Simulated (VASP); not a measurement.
OSZICAR of a VASP run on CoAl (CsCl type):

### OSZICAR
```
       N       E                     dE             d eps       ncg     rms          rms(c)
DAV:   1     0.422305992905E+02    0.42231E+02   -0.62842E+03  1680   0.150E+03
DAV:   2    -0.137273755547E+02   -0.55958E+02   -0.53643E+02  1702   0.237E+02
DAV:   3    -0.158208729072E+02   -0.20935E+01   -0.20848E+01  1892   0.644E+01
DAV:   4    -0.158601005850E+02   -0.39228E-01   -0.39214E-01  2070   0.811E+00
DAV:   5    -0.158614020590E+02   -0.13015E-02   -0.13014E-02  1966   0.147E+00    0.848E+00
DAV:   6    -0.240074169252E+02   -0.81460E+01   -0.11166E+01  1680   0.533E+01    0.314E+00
DAV:   7    -0.240153953050E+02   -0.79784E-02   -0.13658E+00  1774   0.193E+01    0.282E+00
DAV:   8    -0.240471668857E+02   -0.31772E-01   -0.19361E+00  1950   0.198E+01    0.261E+00
DAV:   9    -0.239465305553E+02    0.10064E+00   -0.89111E-01  1948   0.133E+01    0.407E-01
DAV:  10    -0.239601433646E+02   -0.13613E-01   -0.12666E-02  2018   0.126E+00    0.135E-01
DAV:  11    -0.239595437205E+02    0.59964E-03   -0.13900E-03  2138   0.461E-01    0.145E-01
DAV:  12    -0.239600475197E+02   -0.50380E-03   -0.44055E-03  1986   0.907E-01    0.700E-02
DAV:  13    -0.239604346356E+02   -0.38712E-03   -0.54777E-04  1976   0.334E-01    0.103E-02
DAV:  14    -0.239604369104E+02   -0.22748E-05   -0.29309E-06  1964   0.219E-02    0.606E-03
DAV:  15    -0.239604364744E+02    0.43602E-06   -0.88405E-07  1868   0.142E-02    0.240E-03
DAV:  16    -0.239604381796E+02   -0.17052E-05   -0.94708E-07  1856   0.137E-02    0.391E-04
DAV:  17    -0.239604383030E+02   -0.12346E-06   -0.40921E-08   842   0.349E-03    0.316E-04
DAV:  18    -0.239604382964E+02    0.66688E-08   -0.94449E-09   840   0.181E-03
   1 F= -.23960438E+02 E0= -.23960438E+02  d E =-.123765E-05
```

Which electronic solver shows in the log?

It is blocked Davidson (ALGO = Normal, or the opening steps of other solvers). The INCAR had ALGO = Normal.

How was spin treated?

Without spin polarisation: there is no mag entry.

Can the final energy be trusted as converged?

The calculation finished and met its thresholds. It stopped with EDIFF = 1E-7, NELM = 100 (TPSS meta-GGA, plane waves, VASP's PBE PAW potentials (set 64)).

The compound is CoAl in the CsCl type structure. It was relaxed first. The run is not spin-polarised, so no magnetic state was tried.
